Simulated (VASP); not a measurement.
Output of a VASP run:

### OUTCAR
```
 ion  position               nearest neighbor table
   1  0.000  0.000  0.000-   2 2.50   3 2.50   2 2.50   3 2.50   3 2.50   3 2.50   2 2.50   2 2.50
                             3 2.50   3 2.50   2 2.50   2 2.50
   2  0.333  0.667  0.500-   3 1.80   3 1.80   3 1.80   1 2.50   1 2.50   1 2.50   1 2.50   1 2.50
                             1 2.50
   3  0.667  0.333  0.500-   2 1.80   2 1.80   2 1.80   1 2.50   1 2.50   1 2.50   1 2.50   1 2.50
                             1 2.50
  LATTYP: Found a hexagonal cell.
 ALAT       =     3.1245742328
 C/A-ratio  =     1.1055522370
 Subroutine PRICEL returns:
 Original cell was already a primitive cell.
 Subroutine GETGRP returns: Found 24 space group operations
The static configuration has the point symmetry D_6h.
The dynamic configuration has the point symmetry D_6h.
 Subroutine INISYM returns: Found 24 space group operations
 Subroutine IBZKPT returns following result:
 Found     70 irreducible k-points:

 Following reciprocal coordinates:
            Coordinates               Weight
  0.000000  0.000000  0.000000      1.000000
  0.100000  0.000000  0.000000      6.000000
  0.200000  0.000000  0.000000      6.000000
  0.300000  0.000000  0.000000      6.000000
  0.400000  0.000000  0.000000      6.000000
  0.500000  0.000000  0.000000      3.000000
  0.100000  0.100000  0.000000      6.000000
  0.200000  0.100000  0.000000     12.000000
  0.300000  0.100000  0.000000     12.000000
  0.400000  0.100000  0.000000     12.000000
  0.200000  0.200000  0.000000      6.000000
  0.300000  0.200000  0.000000     12.000000
  0.400000  0.200000  0.000000      6.000000
  0.300000  0.300000  0.000000      6.000000
  0.000000  0.000000  0.125000      2.000000
  0.100000  0.000000  0.125000     12.000000
  0.200000  0.000000  0.125000     12.000000
  0.300000  0.000000  0.125000     12.000000
  0.400000  0.000000  0.125000     12.000000
  0.500000  0.000000  0.125000      6.000000
  0.100000  0.100000  0.125000     12.000000
  0.200000  0.100000  0.125000     24.000000
  0.300000  0.100000  0.125000     24.000000
  0.400000  0.100000  0.125000     24.000000
  0.200000  0.200000  0.125000     12.000000
  0.300000  0.200000  0.125000     24.000000
  0.400000  0.200000  0.125000     12.000000
  0.300000  0.300000  0.125000     12.000000
  0.000000  0.000000  0.250000      2.000000
  0.100000  0.000000  0.250000     12.000000
  0.200000  0.000000  0.250000     12.000000
  0.300000  0.000000  0.250000     12.000000
  0.400000  0.000000  0.250000     12.000000
  0.500000  0.000000  0.250000      6.000000
  0.100000  0.100000  0.250000     12.000000
  0.200000  0.100000  0.250000     24.000000
  0.300000  0.100000  0.250000     24.000000
  0.400000  0.100000  0.250000     24.000000
  0.200000  0.200000  0.250000     12.000000
  0.300000  0.200000  0.250000     24.000000
   k-points           NKPTS =     70   k-points in BZ     NKDIM =     70   number of bands    NBANDS=     12
   number of dos      NEDOS =    301   number of ions     NIONS =      3
   total plane-waves  NPLWV =  21952
   dimension x,y,z NGX =    28 NGY =   28 NGZ =   28
   dimension x,y,z NGXF=    56 NGYF=   56 NGZF=   56
   ions per type =               1   2
   PREC   = accura    normal or accurate (medium, high low for compatibility)
   ISTART =      0    job   : 0-new  1-cont  2-samecut
   ICHARG =      2    charge: 1-file 2-atom 10-const
   ISPIN  =      1    spin polarized calculation?
   LNONCOLLINEAR =      F non collinear calculations
   LSORBIT =      F    spin-orbit coupling
   INIWAV =      1    electr: 0-lowe 1-rand  2-diag
   ENCUT  =  600.0 eV  44.10 Ry    6.64 a.u.   6.24  6.24  6.90*2*pi/ulx,y,z
   NELM   =    100;   NELMIN=  2; NELMDL= -5     # of ELM steps
   EDIFF  = 0.1E-06   stopping-criterion for ELM
   LREAL  =      F    real-space projection
   NLSPLINE    = F    spline interpolate recip. space projectors
   LMAXMIX     =    6 max onsite mixed and CHGCAR
...
```

File OSZICAR:
```
       N       E                     dE             d eps       ncg     rms          rms(c)
DAV:   1     0.324070523049E+02    0.32407E+02   -0.92968E+03  1680   0.143E+03
DAV:   2    -0.281117631255E+02   -0.60519E+02   -0.56455E+02  2064   0.258E+02
DAV:   3    -0.300664874644E+02   -0.19547E+01   -0.19240E+01  2204   0.349E+01
DAV:   4    -0.300838041623E+02   -0.17317E-01   -0.17168E-01  2008   0.344E+00
DAV:   5    -0.300839986886E+02   -0.19453E-03   -0.19438E-03  2172   0.284E-01    0.551E+01
DAV:   6    -0.279814727632E+02    0.21025E+01   -0.47779E+00  2008   0.145E+01    0.398E+01
DAV:   7    -0.279410998507E+02    0.40373E-01   -0.16354E+00  2088   0.886E+00    0.109E+01
DAV:   8    -0.278688391598E+02    0.72261E-01   -0.48680E-01  1996   0.496E+00    0.177E+00
DAV:   9    -0.278644927622E+02    0.43464E-02   -0.32887E-02  1988   0.143E+00    0.279E-01
DAV:  10    -0.278644152123E+02    0.77550E-04   -0.84953E-04  2008   0.262E-01    0.349E-01
DAV:  11    -0.278644147127E+02    0.49958E-06   -0.10792E-04  2024   0.810E-02    0.181E-01
DAV:  12    -0.278644107655E+02    0.39472E-05   -0.11343E-05  2020   0.287E-02    0.286E-02
DAV:  13    -0.278644109279E+02   -0.16243E-06   -0.39983E-07  2052   0.628E-03    0.366E-03
DAV:  14    -0.278644109385E+02   -0.10633E-07   -0.66864E-09  1164   0.742E-04
   1 F= -.27864411E+02 E0= -.27864231E+02  d E =-.538514E-03
```

### OUTCAR
```
------------------------ aborting loop because EDIFF is reached ----------------------------------------
  FORCE on cell =-STRESS in cart. coord.  units (eV):
  Direction    XX          YY          ZZ          XY          YZ          ZX
  --------------------------------------------------------------------------------------
  Total       -0.0057297     -0.0057297     -0.0342971      0.0000000      0.0000000      0.0000000
  in kB       -0.3143121     -0.3143121     -1.8814178      0.0000000      0.0000000      0.0000000
  external PRESSURE =      -0.8366807 kB  Pullay stress =       0.0000000 kB
  volume of cell :       29.21
      direct lattice vectors                 reciprocal lattice vectors
     1.562287017 -2.705960719  0.000000000     0.320043625 -0.184777257  0.000000000
     1.562287017  2.705960719  0.000000000     0.320043625  0.184777257  0.000000000
     0.000000000  0.000000000  3.454380033     0.000000000  0.000000000  0.289487546
 POSITION                                       TOTAL-FORCE (eV/Angst)
 -----------------------------------------------------------------------------------
      0.00000      0.00000      0.00000        -0.000000      0.000000     -0.000000
      1.56229      0.90199      1.72719         0.000000      0.000000     -0.000000
      1.56229     -0.90199      1.72719         0.000000     -0.000000      0.000000
 -----------------------------------------------------------------------------------
    total drift:                                0.000000      0.000000      0.000000
  FREE ENERGIE OF THE ION-ELECTRON SYSTEM (eV)
  ---------------------------------------------------
  free  energy   TOTEN  =       -27.8644109385 eV

  energy  without entropy=      -27.8638724247  energy(sigma->0) =      -27.86423143
```
(Selected blocks of OUTCAR.)

POSCAR:
```
HfB2
1
    1.5622870174    -2.7059607188     0.0000000000
    1.5622870174     2.7059607188    -0.0000000000
    0.0000000000     0.0000000000     3.4543800327
Hf B
1 2
Direct
  0.0000000000   0.0000000000   0.0000000000
  0.3333330000   0.6666670000   0.5000000000
  0.6666670000   0.3333330000   0.5000000000
```

### Question
Write an INCAR and KPOINTS that could have produced this output.

### Answer
One answer among several that fit: the input of the run itself, PBEsol GGA, plane waves, VASP's PBE PAW potentials (set 64).

File KPOINTS:
```
Automatic mesh
0
Gamma
10 10 8
0 0 0
```

### INCAR
```
# general
SYSTEM =HfB2
PREC   =Accurate
ENCUT  =600   # plane-wave cut-off (eV)
LREAL  =.False.   # projection in real space or not
LASPH  =.True.   # aspherical one-centre terms

# electronic loop
EDIFF  =1E-7
NELM   =100
ALGO   =Normal   # blocked Davidson
LMAXMIX=6   # l cut-off of mixed one-centre charges

# smearing
ISMEAR =1   # Methfessel-Paxton
SIGMA  =0.1

# functional
GGA    =PS

# ions
ISIF   =2   # forces and stress, cell fixed

# output
LWAVE  =.False.
LCHARG =.False.
```

POTCAR, in this order: Hf_pv B (PBE.64 set). Program: vasp_std.

The compound is HfB2 in the AlB2 type structure. It was relaxed first.
